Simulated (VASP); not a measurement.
Consider the following.

```xyz
5
Lattice="4.0814 0.0000 0.0000 0.0000 4.0814 0.0000 0.0000 0.0000 4.0814" Properties=species:S:1:pos:R:3 pbc="T T T"
Ba     0.0000     0.0000     0.0000
Hf     2.0407     2.0407     2.0407
O      2.0407     0.0000     2.0407
O      0.0000     2.0407     2.0407
O      2.0407     2.0407     0.0000
```

These are LDA (Ceperley-Alder, Perdew-Zunger), VASP's LDA PAW potentials (set 64) (plane waves; VASP 6.6.1) values and carry that method's errors. Settings: 520 eV cut-off, 6×6×6 Γ-centred mesh, Gaussian smearing of 0.050 eV, potentials Ba_sv Hf_pv O.

Q: Give the stress tensor in GPa (positive for a compressed cell).

A: 
```
5.96  0.00  0.00
0.00  5.96  0.00
0.00  0.00  5.96
```
The pressure is its mean diagonal, 5.96 GPa.

The compound is BaHfO3 in the cubic perovskite structure. This cell is one point of a volume scan, at 0.97 of the reference volume.
